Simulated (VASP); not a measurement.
Input for VASP

### INCAR
```
ALGO = Normal
EDIFF = 1E-6
ENCUT = 300
GGA = PS
ISIF = 2
ISMEAR = -1
LASPH = T
LCHARG = F
LMAXMIX = 6
LREAL = F
LWAVE = F
NELM = 100
PREC = Accurate
SIGMA = 0.1
SYSTEM = LuAu4
```

### POSCAR
```
LuAu4
1
   -3.3430200000     3.3430200000     2.0663250000
    3.3430200000    -3.3430200000     2.0663250000
    3.3430200000     3.3430200000    -2.0663250000
Lu Au
1 4
Direct
  0.0000000000   0.0000000000   0.0000000000
  0.2001500000   0.3988300000   0.5989800000
  0.7998500000   0.6011700000   0.4010200000
  0.3988300000   0.7998500000   0.1986800000
  0.6011700000   0.2001500000   0.8013200000
```

KPOINTS:
```
Automatic mesh
0
Gamma
6 6 6
0 0 0
```

POTCAR, in this order: Lu_3 Au (PBE.64 set). Program: vasp_std.

Q: Translate this PBEsol calculation to Quantum ESPRESSO's pw.x.

A: One equivalent input (not run):
```
&CONTROL
  calculation = 'scf'
  pseudo_dir = './pseudo'
  outdir = './out'
  tprnfor = .true.
  tstress = .true.
/
&SYSTEM
  ibrav = 0
  nat = 5
  ntyp = 2
  ecutwfc = 100
  occupations = 'smearing'
  smearing = 'fermi-dirac'
  degauss = 0.00735
  input_dft = 'pbesol'
/
&ELECTRONS
  conv_thr = 7.3e-08
  electron_maxstep = 100
/
ATOMIC_SPECIES
  Lu 174.967 Lu.upf
  Au 196.967 Au.upf
CELL_PARAMETERS angstrom
    -3.3430200    3.3430200    2.0663250
     3.3430200   -3.3430200    2.0663250
     3.3430200    3.3430200   -2.0663250
ATOMIC_POSITIONS crystal
  Lu   0.0000000  0.0000000  0.0000000
  Au   0.2001500  0.3988300  0.5989800
  Au   0.7998500  0.6011700  0.4010200
  Au   0.3988300  0.7998500  0.1986800
  Au   0.6011700  0.2001500  0.8013200
K_POINTS automatic
  6 6 6 0 0 0
```
Limits of the translation: the potentials are each code's own (VASP's PAW set, PseudoDojo norm-conserving files in pw.x), so ENCUT and ecutwfc are chosen apart and not converted; conv_thr bounds pw.x's estimated SCF error, while EDIFF bounds the energy change between steps.

The structure comes from a computed database's LuAu4 entry (I4/m); how it stands against other phases isn't given here. The cell was not relaxed at this level.
